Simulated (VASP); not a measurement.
Runs of VASP 6.6.1 on MgSe3. All rows change the cell; the cell of one of them follows. Symmetry: Pm-3m, No. 221, cubic system. The conventional cell has a = 4.383 Å, b = 4.383 Å, c = 4.383 Å, α = 90.00°, β = 90.00°, γ = 90.00°. Mg (site symmetry m-3m) is surrounded by 12 Se at 3.10 Å. Around Se (site symmetry 4/mmm) lie 4 Mg at 3.10 Å and 8 Se at 3.10 Å. The cell was built by a generator and needn't be a form met in nature.

```tsv
task	cell	k mesh	cutoff (eV)	gap on the mesh (eV)	pressure (GPa)	relaxed volume (Å³/atom)
single point	species swapped into the KPb3 type (Pm-3m, No. 221)	10 × 10 × 10	520	none	-0.1	-
relaxation of cell and atoms	relaxed from: species swapped into the KPb3 type (Pm-3m, No. 221)	4 × 4 × 4	600	none	-0.1	(a)
single point	species swapped into the KPb3 type (Pm-3m, No. 221)	4 × 4 × 4	520	none	-7.7	-
relaxation of cell and atoms	relaxed from: species swapped into the KPb3 type (Pm-3m, No. 221)	10 × 10 × 10	600	none	0.0	21.02
```

Alike in all rows: level PBE; potentials or basis VASP PAW PBE potentials, release 64 (Mg, Se); no spin polarisation; smearing gaussian 0.1 eV.

Q: Fill in the values left out.

A: (a) 21.23.

Caveats: the volume moved by over 15 % at a fixed basis, so the end points are rough (some runs).

A k mesh can miss the band edges, and the runs leave out spin-orbit coupling on Se.

A gap of «none» marks a metal or a gap under the smearing width.
